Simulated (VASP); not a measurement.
Input of a VASP 6.6.1 run:

INCAR

```
PREC = Accurate
ENCUT = 520
EDIFF = 1E-6
ISMEAR = 0
SIGMA = 0.1
LREAL = Auto
LASPH = T
NELM = 100
ALGO = Fast
ISIF = 2
LWAVE = F
LCHARG = F
GGA = PE
IBRION = 2
NSW = 80
EDIFFG = -0.03
```

The input KPOINTS:

```
regular mesh
0
Gamma
  5 5 1
```

File POSCAR:

```
LiBe16
1.0
    4.5800000000      0.0000000000      0.0000000000
    2.2900000000      3.9663960000      0.0000000000
    0.0000000000      0.0000000000     18.3826450000
Be Li
16 1
Selective dynamics
Direct
   -0.1666667000      0.3333333000      0.0543991000  F F F
    0.3333333000      0.3333333000      0.0543991000  F F F
   -0.1666667000      0.8333333000      0.0543991000  F F F
    0.3333333000      0.8333333000      0.0543991000  F F F
    0.0000000000      0.0000000000      0.1520029000  T T T
    0.5000000000      0.0000000000      0.1520029000  T T T
    0.0000000000      0.5000000000      0.1520029000  T T T
    0.5000000000      0.5000000000      0.1520029000  T T T
   -0.1666667000      0.3333333000      0.2496066000  T T T
    0.3333333000      0.3333333000      0.2496066000  T T T
   -0.1666667000      0.8333333000      0.2496066000  T T T
    0.3333333000      0.8333333000      0.2496066000  T T T
    0.0000000000      0.0000000000      0.3472104000  T T T
    0.5000000000      0.0000000000      0.3472104000  T T T
    0.0000000000      0.5000000000      0.3472104000  T T T
    0.5000000000      0.5000000000      0.3472104000  T T T
    0.1802372000      0.6668342000      0.4511127000  T T T
```

Potentials or basis: VASP PAW PBE potentials, release 64 (Be, Li_sv).

The run is started by

```sh
$ cat potpaw_PBE.64/Be/POTCAR potpaw_PBE.64/Li_sv/POTCAR > POTCAR
$ mpirun -np 1 vasp_std > vasp.out
```

**Question.** Predict the energy gained by relaxing.

**Answer.** 7.7 meV/atom.

**Question.** What does it give for the band gap on the k mesh?

**Answer.** None (metal or under the smearing width).

Final structure:
```
Be Li
1.0
     4.58000    0.00000    0.00000
     2.29000    3.96640    0.00000
     0.00000    0.00000   18.38265
Be Li
16 1
Direct
  0.83333 0.33333 0.05440
  0.33333 0.33333 0.05440
  0.83333 0.83333 0.05440
  0.33333 0.83333 0.05440
  0.00027 0.99942 0.15556
  0.50013 0.00000 0.15634
  0.00031 0.50032 0.15562
  0.49948 0.50025 0.15551
  0.83369 0.33333 0.25584
  0.33371 0.33246 0.25561
  0.83243 0.83376 0.25572
  0.33372 0.83378 0.25550
  0.99934 0.00159 0.35343
  0.49996 0.00000 0.36204
  0.99951 0.49939 0.35390
  0.50204 0.49905 0.35295
  0.17879 0.66676 0.46295
```
